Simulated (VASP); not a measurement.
Output of a VASP run:

### OSZICAR
```
       N       E                     dE             d eps       ncg     rms          rms(c)
DAV:   1     0.114694613406E+03    0.11469E+03   -0.95567E+03  1224   0.121E+03
DAV:   2    -0.970105269571E+01   -0.12440E+03   -0.12173E+03  1543   0.231E+02
DAV:   3    -0.144286257988E+02   -0.47276E+01   -0.47121E+01  1501   0.485E+01
DAV:   4    -0.144610965717E+02   -0.32471E-01   -0.32464E-01  1466   0.426E+00
DAV:   5    -0.144614507088E+02   -0.35414E-03   -0.35413E-03  1558   0.412E-01    0.150E+01
DAV:   6    -0.969599513335E+00    0.13492E+02   -0.90505E+00  1200   0.333E+01    0.694E+00
DAV:   7     0.211671899427E+01    0.30863E+01   -0.44015E+00  1207   0.202E+01    0.376E+00
DAV:   8     0.763611992629E-01   -0.20404E+01   -0.57924E+00  1207   0.255E+01    0.454E+00
DAV:   9     0.213909212663E+01    0.20627E+01   -0.42028E+00  1200   0.218E+01    0.544E-01
DAV:  10     0.211110914719E+01   -0.27983E-01   -0.11289E-01  1536   0.292E+00    0.543E-01
DAV:  11     0.210639676433E+01   -0.47124E-02   -0.11290E-02  1305   0.128E+00    0.288E-01
DAV:  12     0.210551872056E+01   -0.87804E-03   -0.21374E-02  1361   0.152E+00    0.145E-01
DAV:  13     0.210545338674E+01   -0.65334E-04   -0.87284E-03  1242   0.109E+00    0.166E-01
DAV:  14     0.210489966249E+01   -0.55372E-03   -0.16362E-03  1228   0.483E-01    0.447E-02
DAV:  15     0.210490345629E+01    0.37938E-05   -0.11572E-04  1515   0.108E-01    0.339E-02
DAV:  16     0.210488301369E+01   -0.20443E-04   -0.89596E-05  1242   0.109E-01    0.116E-02
DAV:  17     0.210484634746E+01   -0.36666E-04   -0.28399E-05  1263   0.744E-02    0.689E-03
DAV:  18     0.210486726056E+01    0.20913E-04   -0.17097E-05  1284   0.547E-02    0.530E-03
DAV:  19     0.210486175201E+01   -0.55086E-05   -0.21063E-06  1403   0.177E-02    0.140E-03
DAV:  20     0.210486282931E+01    0.10773E-05   -0.71990E-08   831   0.281E-03    0.105E-03
DAV:  21     0.210486103719E+01   -0.17921E-05   -0.78718E-08   663   0.326E-03    0.288E-04
DAV:  22     0.210486129729E+01    0.26010E-06   -0.17067E-08   656   0.163E-03    0.232E-04
DAV:  23     0.210486091534E+01   -0.38196E-06   -0.47537E-09   642   0.840E-04    0.321E-04
DAV:  24     0.210486100328E+01    0.87941E-07   -0.14992E-09   628   0.505E-04
   1 F= 0.21048610E+01 E0= 0.21048610E+01  d E =0.000000E+00
       N       E                     dE             ncg
       N       E                     dE             ncg
```

OUTCAR:
```
------------------------ aborting loop because EDIFF is reached ----------------------------------------
  FORCE on cell =-STRESS in cart. coord.  units (eV):
  Direction    XX          YY          ZZ          XY          YZ          ZX
  --------------------------------------------------------------------------------------
  Total        0.0402519      0.0402519      0.0288618      0.0000000      0.0000000      0.0000000
  in kB        0.9307669      0.9307670      0.6673884      0.0000000      0.0000000      0.0000000
  external PRESSURE =       0.8429741 kB  Pullay stress =       0.0000000 kB
  volume of cell :       69.29
      direct lattice vectors                 reciprocal lattice vectors
     1.850266020 -3.204754991  0.000000000     0.270231412 -0.156018167  0.000000000
     1.850266020  3.204754991  0.000000000     0.270231412  0.156018167  0.000000000
     0.000000000  0.000000000  5.842473052     0.000000000  0.000000000  0.171160396
 POSITION                                       TOTAL-FORCE (eV/Angst)
 -----------------------------------------------------------------------------------
      0.00000      0.00000      0.00000         0.000000     -0.000000      0.000000
      1.85027      1.06825      1.29628        -0.000000      0.000000     -0.009693
      1.85027     -1.06825      4.54620         0.000000     -0.000000      0.009693
 -----------------------------------------------------------------------------------
    total drift:                                0.000000     -0.000000      0.000000
  FREE ENERGIE OF THE ION-ELECTRON SYSTEM (eV)
  ---------------------------------------------------
  free  energy   TOTEN  =         2.1048610033 eV

  energy  without entropy=        2.1048610033  energy(sigma->0) =        2.10486100

 total charge

# of ion       s       p       d       tot
------------------------------------------
    1        0.664   0.746   7.994   9.404
    2        1.481   2.277   0.063   3.821
    3        1.481   2.277   0.063   3.821
--------------------------------------------------
tot          3.625   5.301   8.119  17.045

 Electric field gradients after diagonalization (V/A^2)
 (convention: |V_zz| > |V_xx| > |V_yy|)
----------------------------------------------------------------------
 ion       V_xx      V_yy      V_zz     asymmetry (V_yy - V_xx)/ V_zz
----------------------------------------------------------------------
   1     -64.035   -64.035   128.070       0.000
   2      54.114    54.114  -108.229       0.000
   3      54.114    54.114  -108.229       0.000
```
(Selected blocks of OUTCAR.)

**POSCAR**
```
PtSe2
1
    1.8502660198    -3.2047549909     0.0000000000
    1.8502660198     3.2047549909     0.0000000000
    0.0000000000     0.0000000000     5.8424730522
Pt Se
1 2
Direct
  0.0000000000   0.0000000000   0.0000000000
  0.3333330000   0.6666670000   0.2218710097
  0.6666670000   0.3333330000   0.7781289903
```

Write an INCAR and KPOINTS that could have produced this output.

One answer among several that fit: the input of the run itself, MS2 meta-GGA, plane waves, VASP's PBE PAW potentials (set 64).

### INCAR
```
# general
SYSTEM  = PtSe2
PREC    = Accurate
ENCUT   = 520
LREAL   = .FALSE.
LASPH   = .TRUE.

# electronic loop
EDIFF   = 1E-7
NELM    = 100
ALGO    = Normal
LMAXMIX = 6
LMIXTAU = .TRUE.

# smearing
ISMEAR  = -5

# functional
METAGGA = MS2

# ions
ISIF    = 2

# output
LWAVE   = .FALSE.
LCHARG  = .FALSE.
LORBIT  = 11
NEDOS   = 601

# other
LEFG    = .TRUE.
```

KPOINTS:
```
K-points
0
Gamma
 8 8 5
```

**KPOINTS_OPT**
```
k-points along high-symmetry lines
6
Line-mode
Reciprocal
  0.000000   0.000000   0.000000 ! GAMMA
  0.500000  -0.000000   0.000000 ! M

  0.500000  -0.000000   0.000000 ! M
  0.333333   0.333333   0.000000 ! K

  0.333333   0.333333   0.000000 ! K
  0.000000   0.000000   0.000000 ! GAMMA

  0.000000   0.000000   0.000000 ! GAMMA
  0.000000   0.000000   0.500000 ! A

  0.000000   0.000000   0.500000 ! A
  0.500000  -0.000000   0.500000 ! L

  0.500000  -0.000000   0.500000 ! L
  0.333333   0.333333   0.500000 ! H

  0.333333   0.333333   0.500000 ! H
  0.000000   0.000000   0.500000 ! A

  0.500000  -0.000000   0.500000 ! L
  0.500000  -0.000000   0.000000 ! M

  0.333333   0.333333   0.500000 ! H
  0.333333   0.333333   0.000000 ! K
```

POTCAR, in this order: Pt Se (PBE.64 set). Program: vasp_std.

The compound is PtSe2 in the 1T layered structure. It was relaxed first, which changed the volume by +13 %.
